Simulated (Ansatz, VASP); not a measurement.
# Cross-check of MnV between VASP and Ansatz, part 2 of 2

Wanted: the spread between two codes on one cell, functional and k mesh. The cell is taken from a series of runs on this material, whose earlier steps may have relaxed, scaled, displaced or heated it; both programs get it as it stands.

VASP 6.6.1 and Ansatz 0.2.0.

So far: The structure; Ansatz: zone-centre phonons, PBEsol.

## Step 3: VASP: zone-centre phonons, PBEsol

Level of this step: PBEsol, no spin polarisation; plane waves and PAW (Mn_pv, V_sv) (VASP).

The same cell, functional, mesh and smearing now go to VASP, with its own data sets.

Lines of VASP's logs that name or quote its potential files are left out, and so is its time.

Contents of INCAR:

```
SYSTEM = MnV
PREC = Accurate
ENCUT = 500
EDIFF = 1E-08
NELM = 120
ISMEAR = 1
SIGMA = 0.2
LREAL = .FALSE.
ALGO = Normal
GGA = PS
NBANDS = 19
LASPH = .TRUE.
LORBIT = 11
LWAVE = .FALSE.
LCHARG = .FALSE.
ISIF = 2
IBRION = 8
GGA_COMPAT = .FALSE.
KPAR = 2
```

Contents of POSCAR:

```
MnV
1.0
    2.8373045862      0.0000000000      0.0000000000
    0.0000000000      2.8373045862      0.0000000000
    0.0000000000      0.0000000000      2.8373045862
Mn V
1 1
Direct
    0.0000000000      0.0000000000      0.0000000000
    0.5000000000      0.5000000000      0.5000000000
```

Contents of KPOINTS:

```
Automatic mesh
0
Gamma
16 16 16
0 0 0
```

The projector-augmented-wave data sets are Mn_pv and V_sv (PBE family, release 64).

Launch:

```console
$ mpirun -np 2 vasp_std
```

Numbers of over 12 decimals in the logs are rounded to 6 here.

Log:

```text
[banner, memory and clock lines left out]
running    2 mpi-ranks, on    1 nodes
 distrk:  each k-point on    1 cores,    2 groups
 distr:  one band on    1 cores,    1 groups

 POSCAR found type information on POSCAR MnV
 POSCAR found :  2 types and       2 ions
|                                                                             |
|               ----> ADVICE to this user running VASP <----                  |
|                                                                             |
|     You enforced a specific xc type in the INCAR file but a different       |
|     [... a line on the potential file left out ...]
|     I HOPE YOU KNOW WHAT YOU ARE DOING!                                     |
|                                                                             |

 LDA part: xc-table for (Slater+PW92), standard interpolation
 POSCAR, INCAR and KPOINTS ok, starting setup
 FFT: planning ... GRIDC
 FFT: planning ... GRID_SOFT
 FFT: planning ... GRID
 WAVECAR not read
 entering main loop
       N       E                     dE             d eps       ncg     rms          rms(c)
DAV:   1     0.278306147634E+03    0.27831E+03   -0.15616E+04  6422   0.172E+03
DAV:   2    -0.136415291127E+02   -0.29195E+03   -0.28578E+03  6390   0.497E+02
DAV:   3    -0.233274291884E+02   -0.96859E+01   -0.95467E+01  6566   0.107E+02
DAV:   4    -0.234378391250E+02   -0.11041E+00   -0.11037E+00  6380   0.116E+01
DAV:   5    -0.234397597899E+02   -0.19207E-02   -0.19207E-02  6525   0.153E+00    0.276E+01
DAV:   6    -0.207803718283E+02    0.26594E+01   -0.21928E+01  6297   0.494E+01    0.112E+01
DAV:   7    -0.246803387781E+02   -0.39000E+01   -0.49108E+01  6958   0.441E+01    0.288E+01
DAV:   8    -0.200217802011E+02    0.46586E+01   -0.27217E+01  6462   0.327E+01    0.251E+00
DAV:   9    -0.199801670752E+02    0.41613E-01   -0.19307E-01  6285   0.400E+00    0.125E+00
DAV:  10    -0.199716168295E+02    0.85502E-02   -0.53848E-02  6339   0.210E+00    0.692E-01
DAV:  11    -0.199695142223E+02    0.21026E-02   -0.87197E-03  6279   0.115E+00    0.939E-02
DAV:  12    -0.199694546892E+02    0.59533E-04   -0.31038E-04  6398   0.180E-01    0.251E-02
DAV:  13    -0.199694489006E+02    0.57886E-05   -0.12649E-05  6309   0.391E-02    0.432E-03
DAV:  14    -0.199694484375E+02    0.46314E-06   -0.38232E-07  6508   0.615E-03    0.223E-03
DAV:  15    -0.199694482145E+02    0.22296E-06   -0.26501E-07  6300   0.584E-03    0.109E-04
DAV:  16    -0.199694482190E+02   -0.45120E-08   -0.23586E-09  3150   0.535E-04
   1 F= -.19969448E+02 E0= -.19970069E+02  d E =0.186358E-02
 Linear response reoptimize wavefunctions to high precision
DAV:   1    -0.199694482316E+02   -0.12605E-07   -0.60702E-10  3153   0.231E-04
DAV:   2    -0.199694482316E+02   -0.72760E-11   -0.33244E-11  3138   0.775E-05
 Linear response DOF=           2
 Linear response progress:
  Degree of freedom:   1/  2
       N       E                     dE             d eps       ncg     rms          rms(c)
RMM:   1    -0.591741685326E+00   -0.59174E+00   -0.26236E+01 15914   0.183E+02
RMM:   2    -0.686597468204E+00   -0.94856E-01   -0.92666E-02 21788   0.274E+00    0.297E-01
RMM:   3    -0.686127037763E+00    0.47043E-03   -0.11169E-02 23801   0.742E-01    0.181E-01
RMM:   4    -0.685581470288E+00    0.54557E-03   -0.10334E-03 22531   0.323E-01    0.220E-01
RMM:   5    -0.685239673155E+00    0.34180E-03   -0.35078E-04 22019   0.179E-01    0.395E-02
RMM:   6    -0.684964813469E+00    0.27486E-03   -0.27058E-05 24172   0.497E-02    0.205E-02
RMM:   7    -0.684570842858E+00    0.39397E-03   -0.16433E-05 24148   0.341E-02    0.273E-03
RMM:   8    -0.684586614376E+00   -0.15772E-04   -0.27371E-06 25055   0.101E-02    0.134E-03
RMM:   9    -0.684582781327E+00    0.38330E-05    0.24716E-07 24560   0.321E-03    0.452E-04
RMM:  10    -0.684580516543E+00    0.22648E-05   -0.15791E-07 25648   0.109E-03    0.156E-04
RMM:  11    -0.684583225999E+00   -0.27095E-05   -0.13162E-07 23470   0.582E-04    0.592E-05
RMM:  12    -0.684583337520E+00   -0.11152E-06   -0.39901E-08 24993   0.304E-04    0.204E-05
RMM:  13    -0.684583493241E+00   -0.15572E-06   -0.47788E-08 25315   0.194E-04    0.256E-06
RMM:  14    -0.684583432893E+00    0.60348E-07   -0.85340E-09 26726   0.135E-04    0.271E-06
RMM:  15    -0.684583394275E+00    0.38618E-07   -0.18253E-08 22069   0.103E-04    0.120E-06
RMM:  16    -0.684583388851E+00    0.54245E-08   -0.21298E-08 21603   0.782E-05    0.115E-06
 first order change of Fermi-energy   0.29495E-02
 force on displaced ion       1 direction 1 :  -6.420  -0.000   0.000
 Linear response progress:
  Degree of freedom:   2/  2
       N       E                     dE             d eps       ncg     rms          rms(c)
RMM:   1    -0.109746245921E+01   -0.10975E+01   -0.19096E+01 16017   0.734E+01
RMM:   2    -0.979892519208E+00    0.11757E+00   -0.26175E-01 24020   0.386E+00    0.208E-01
RMM:   3    -0.981246414828E+00   -0.13539E-02   -0.29638E-02 26467   0.112E+00    0.932E-02
RMM:   4    -0.979781358054E+00    0.14651E-02   -0.16605E-03 28277   0.348E-01    0.131E-01
RMM:   5    -0.979591668396E+00    0.18969E-03   -0.24083E-04 24081   0.135E-01    0.413E-02
RMM:   6    -0.979030308383E+00    0.56136E-03   -0.46841E-05 27749   0.583E-02    0.806E-03
RMM:   7    -0.978907720498E+00    0.12259E-03   -0.87166E-06 26072   0.218E-02    0.221E-03
RMM:   8    -0.978886371083E+00    0.21349E-04   -0.19092E-06 27476   0.791E-03    0.871E-04
RMM:   9    -0.978893444915E+00   -0.70738E-05   -0.39003E-06 29332   0.296E-03    0.334E-04
RMM:  10    -0.978898548270E+00   -0.51034E-05   -0.14746E-06 28645   0.132E-03    0.883E-05
RMM:  11    -0.978901447145E+00   -0.28989E-05   -0.98795E-07 27551   0.688E-04    0.160E-05
RMM:  12    -0.978901480182E+00   -0.33037E-07   -0.45489E-07 30132   0.387E-04    0.742E-06
RMM:  13    -0.978901429569E+00    0.50612E-07   -0.41199E-07 28589   0.232E-04    0.279E-06
RMM:  14    -0.978901323986E+00    0.10558E-06   -0.19025E-07 30693   0.147E-04    0.268E-06
RMM:  15    -0.978901273078E+00    0.50908E-07   -0.14916E-07 24768   0.101E-04    0.133E-06
RMM:  16    -0.978901296815E+00   -0.23736E-07   -0.85666E-08 23869   0.656E-05    0.180E-06
RMM:  17    -0.978901298487E+00   -0.16719E-08   -0.73392E-08 19866   0.438E-05    0.197E-06
 first order change of Fermi-energy  -0.22858E-02
 force on displaced ion       2 direction 1 :  -6.394  -0.000   0.000
 Linear response finished
```

From OUTCAR (step 3):

```text
ion  position               nearest neighbor table
   1  0.000  0.000  0.000-   2 2.46   2 2.46   2 2.46   2 2.46   2 2.46   2 2.46   2 2.46   2 2.46

  LATTYP: Found a simple cubic cell.
 ALAT       =     2.8373045862

 Subroutine GETGRP returns: Found 48 space group operations
 (whereof 48 operations were pure point group operations)

The static configuration has the point symmetry O_h .

 Found    165 irreducible k-points:

   k-points           NKPTS =    165   k-points in BZ     NKDIM =    165   number of bands    NBANDS=     19

   dimension x,y,z NGX =    24 NGY =   24 NGZ =   24
   dimension x,y,z NGXF=    48 NGYF=   48 NGZF=   48

   ENCUT  =  500.0 eV  36.75 Ry    6.06 a.u.   5.17  5.17  5.17*2*pi/ulx,y,z

   NELECT =      26.0000    total number of electrons

 k-points in reciprocal lattice and weights: Automatic mesh
   0.00000000  0.00000000  0.00000000       0.000
   0.06250000  0.00000000  0.00000000       0.001
   0.12500000  0.00000000  0.00000000       0.001
   0.18750000  0.00000000  0.00000000       0.001
   0.25000000  0.00000000  0.00000000       0.001
   0.31250000  0.00000000  0.00000000       0.001
   0.37500000  0.00000000  0.00000000       0.001
   0.43750000  0.00000000  0.00000000       0.001
   0.50000000  0.00000000  0.00000000       0.001
[...]
0.50000000  0.50000000  0.43750000       0.001
   0.50000000  0.50000000  0.50000000       0.000

 average (electrostatic) potential at core
       1 -63.4683       2 -69.3113

  Total       -0.0210534     -0.0210534     -0.0210534      0.0000000      0.0000000     -0.0000000
  in kB       -1.4767758     -1.4767758     -1.4767758      0.0000000      0.0000000     -0.0000000
  external PRESSURE =      -1.4767758 kB  Pullay stress =       0.0000000 kB

  energy-cutoff  :      500.00
  volume of cell :       22.84
      direct lattice vectors                 reciprocal lattice vectors
     2.837304586  0.000000000  0.000000000     0.352447180  0.000000000  0.000000000
     0.000000000  2.837304586  0.000000000     0.000000000  0.352447180  0.000000000
     0.000000000  0.000000000  2.837304586     0.000000000  0.000000000  0.352447180

 POSITION                                       TOTAL-FORCE (eV/Angst)
 -----------------------------------------------------------------------------------
      0.00000      0.00000      0.00000         0.000000      0.000000      0.000000
      1.41865      1.41865      1.41865         0.000000      0.000000      0.000000
 -----------------------------------------------------------------------------------
    total drift:                                0.000000      0.000000     -0.000000

 Eigenvectors and eigenvalues of the dynamical matrix
 ----------------------------------------------------

   1 f  =    7.696579 THz    48.359029 2PiTHz  256.730226 cm-1    31.830477 meV
             X         Y         Z           dx          dy          dz
      0.000000  0.000000  0.000000     0.000000   -0.694357   -0.000000
      1.418652  1.418652  1.418652     0.000000    0.719630    0.000000

   2 f  =    7.696579 THz    48.359029 2PiTHz  256.730226 cm-1    31.830477 meV
             X         Y         Z           dx          dy          dz
      0.000000  0.000000  0.000000     0.000000    0.000000   -0.694357
      1.418652  1.418652  1.418652     0.000000    0.000000    0.719630

   3 f  =    7.696579 THz    48.359029 2PiTHz  256.730226 cm-1    31.830477 meV
             X         Y         Z           dx          dy          dz
      0.000000  0.000000  0.000000     0.694357    0.000000    0.000000
      1.418652  1.418652  1.418652    -0.719630   -0.000000    0.000000

   4 f/i=    0.007758 THz     0.048746 2PiTHz    0.258786 cm-1     0.032085 meV
             X         Y         Z           dx          dy          dz
      0.000000  0.000000  0.000000     0.719630    0.000000    0.000000
      1.418652  1.418652  1.418652     0.694357   -0.000000    0.000000

   5 f/i=    0.007758 THz     0.048746 2PiTHz    0.258786 cm-1     0.032085 meV
             X         Y         Z           dx          dy          dz
      0.000000  0.000000  0.000000     0.000000   -0.719630   -0.000000
      1.418652  1.418652  1.418652     0.000000   -0.694357    0.000000

   6 f/i=    0.007758 THz     0.048746 2PiTHz    0.258786 cm-1     0.032085 meV
             X         Y         Z           dx          dy          dz
      0.000000  0.000000  0.000000     0.000000    0.000000   -0.719630
      1.418652  1.418652  1.418652     0.000000    0.000000   -0.694357

 ELASTIC MODULI CONTR FROM IONIC RELAXATION (kBar)
 Direction    XX          YY          ZZ          XY          YZ          ZX
 --------------------------------------------------------------------------------
 XX           0.0000      0.0000      0.0000      0.0000      0.0000      0.0000
 YY           0.0000      0.0000      0.0000      0.0000      0.0000      0.0000
 ZZ           0.0000      0.0000      0.0000      0.0000      0.0000      0.0000
 XY           0.0000      0.0000      0.0000      0.0000      0.0000      0.0000
 YZ           0.0000      0.0000      0.0000      0.0000      0.0000      0.0000
 ZX           0.0000      0.0000      0.0000      0.0000      0.0000      0.0000
 --------------------------------------------------------------------------------
```

This run has no spin polarisation, so a moment on Mn and V, if there is one, isn't seen.

## Step 4: Comparison

Known differences besides the potentials themselves: the data sets hold 28 valence electrons in Ansatz (on its PAW soft_1 files) and 26 in VASP; the cutoff is 420 eV in Ansatz and 500 eV in VASP; Ansatz makes its cores anew for this functional, VASP keeps those of its PBE data sets. Total energies have different zeros and are not compared.

The two programs side by side:

```csv
quantity,Ansatz,VASP,difference
optical mode 1 to 3 (cm⁻¹),255.6,256.7,-0.43 %
```

Modes are paired by rising frequency, not by their patterns, so a pair may set unlike modes beside each other; they are those without the splitting of longitudinal modes.

## Step 5: What came out

| Quantity | Value |
| --- | --- |
| r.m.s. difference of the optical zone-centre modes, each program's sorted by frequency (zone-centre phonons, PBEsol) | 1.1 cm⁻¹ |

In words: The r.m.s. difference of the optical zone-centre modes, each program's sorted by frequency is 1.1 cm⁻¹ (zone-centre phonons, PBEsol). The data sets hold unlike numbers of valence electrons (28 in Ansatz and 26 in VASP), so part of the differences comes from the potentials. How closely two codes agree says nothing of how well the functional describes the real material.

[Lines on the potential files, build, host, timing and source positions are cut from VASP's logs without a mark.]

[Logs are printed without paths, hosts, clocks, repeated set-up lines and the standing remarks that a program may print on its own settings, such as how far it seeks lower states.]

[Hosts, paths, dates, database ids (printed as entryN), source tags and the programs' standing remarks are cut or masked in the printed files.]
